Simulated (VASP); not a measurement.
All values below come from revTPSS meta-GGA, VASP's PBE PAW potentials (set 64) (plane waves; VASP).

VASP input:

KPOINTS:
```
Automatic
0
gamma
10 10 3
0 0 0
```

INCAR:
```
SYSTEM = BN
PREC = Accurate; ENCUT = 520; LREAL = .False.
LASPH = .True.
EDIFF = 1E-7; NELM = 100; ALGO = Normal
LMIXTAU = .True.
ISMEAR = 0; SIGMA = 0.05
METAGGA = RTPSS
IBRION = 2; NSW = 30; ISIF = 4
EDIFFG = -0.01
LWAVE = .False.; LCHARG = .False.
```

### POSCAR
```
BN
1.0
  1.2804081633  -2.2177323934   0.0000000000
  1.2804081633   2.2177323934   0.0000000000
  0.0000000000   0.0000000000   7.2631277523
B N
2 2
Cartesian
  1.2804081633   0.7392456096   1.8157819381
  1.2804081633  -0.7392456096   5.4473458142
  1.2804081633  -0.7392456096   1.8157819381
  1.2804081633   0.7392456096   5.4473458142
```

POTCAR, in this order: B N (PBE.64 set). Program: vasp_std.

Without a dispersion term in the relaxation, distances and binding between the weakly bound layers, chains or molecules are unreliable, and so is what depends on them.

Predict the energy per atom (σ→0).

```json
{
  "energy per atom (σ→0)": "-9986 meV/atom"
}
```

**OSZICAR**
```
...
DAV:   6    -0.399445795129E+02   -0.23985E-04   -0.64269E-06   784   0.306E-02    0.288E-03
DAV:   7    -0.399445839048E+02   -0.43919E-05   -0.49262E-06   824   0.198E-02    0.202E-03
DAV:   8    -0.399445825880E+02    0.13168E-05   -0.63190E-07   732   0.983E-03    0.508E-04
DAV:   9    -0.399445836726E+02   -0.10846E-05   -0.32294E-07   844   0.625E-03    0.373E-04
DAV:  10    -0.399445835252E+02    0.14740E-06   -0.90411E-08   568   0.334E-03    0.381E-04
DAV:  11    -0.399445837965E+02   -0.27129E-06   -0.35895E-08   464   0.201E-03    0.859E-05
DAV:  12    -0.399445837439E+02    0.52579E-07   -0.41548E-09   396   0.865E-04
   3 F= -.39944584E+02 E0= -.39944584E+02  d E =-.897830E-01
```

The compound is BN in the hex structure. This cell is one point of a volume scan, at 1.06 of the reference volume. Symmetry was kept, so distortions that lower it aren't found.
